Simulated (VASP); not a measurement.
Input for VASP

**POSCAR**
```
RbBr
1
   -0.0000000000     3.3030602758     3.3030602758
    3.3030602758     0.0000000000     3.3030602758
    3.3030602758     3.3030602758     0.0000000000
Rb Br
1 1
Direct
  1.0000000000   0.0000000000   1.0000000000
  0.5000000000   0.5000000000   0.5000000000
```

INCAR:
```
SYSTEM=RbBr
PREC=Accurate; ENCUT=480; LREAL=.FALSE.
LASPH=.TRUE.
EDIFF=1E-7; NELM=100; ALGO=Normal
LMAXMIX=4
ISMEAR=0; SIGMA=0.05
GGA=PS
IBRION=2; NSW=40; ISIF=3
EDIFFG=-0.01; PSTRESS=20
LWAVE=.FALSE.; LCHARG=.FALSE.
```

### KPOINTS
```
Automatic mesh
0
Gamma
6 6 6
0 0 0
```

POTCAR, in this order: Rb_sv Br (PBE.64 set). Program: vasp_std.

Write an equivalent input for Ansatz.

One equivalent input (not run):
Ansatz 0.2 input:
```yaml
crystal:
  lattice:
    - [0.0000000, 3.3030603, 3.3030603]
    - [3.3030603, 0.0000000, 3.3030603]
    - [3.3030603, 3.3030603, 0.0000000]
  atoms:
    - { symbol: Rb, position: [1.0000000, 0.0000000, 1.0000000] }
    - { symbol: Br, position: [0.5000000, 0.5000000, 0.5000000] }
kpoints:
  mp_grid: { grid: [6, 6, 6] }
hamiltonian:
  xc: pbesol
  pseudopotentials: { kind: paw }
scf:
  occupations: { method: gaussian, width: 0.05 }
  max_iter: 100
relax:
  max_steps: 40
  f_tol: 0.01
  cell: { p_target: 2 }
output: { forces: true, stress: true, eigenvalues: true }
```
Limits of the translation: each code has its own PAW files, so the cut-off isn't converted (ENCUT is set for VASP's; basis.ecutwfc is left out, and Ansatz then takes the one that its files recommend); Ansatz stops its SCF on the density residual and VASP on the energy change (EDIFF).

The compound is RbBr in the rock salt structure. It was relaxed first under an external pressure of 2 GPa.
